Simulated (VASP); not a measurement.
Input:

```
AlFe
1.0
    2.80254     0.00000     0.00000
    0.00000     2.80254     0.00000
    0.00000     0.00000     2.80254
Al Fe
1 1
Direct
  0.00000   0.00000   0.00000
  0.50000   0.50000   0.50000
```

Calculation: PBE GGA, VASP's PBE PAW potentials (set 64) (plane waves; VASP). Settings: 300 eV cut-off, 12×12×12 Γ-centred mesh, Fermi-Dirac smearing of 0.10 eV, potentials Al Fe.

At this cut-off the stress carries a Pulay error, which pulls relaxed volumes low. The run has a spin-polarised start.

Q: Give the stress tensor in GPa (positive for a compressed cell).

A: 
```
15.90   0.00   0.00
 0.00  15.90   0.00
 0.00   0.00  15.90
```
The pressure is its mean diagonal, 15.90 GPa.

The structure comes from a computed database's AlFe entry; how it stands against other phases isn't given here. The cell was not relaxed at this level.
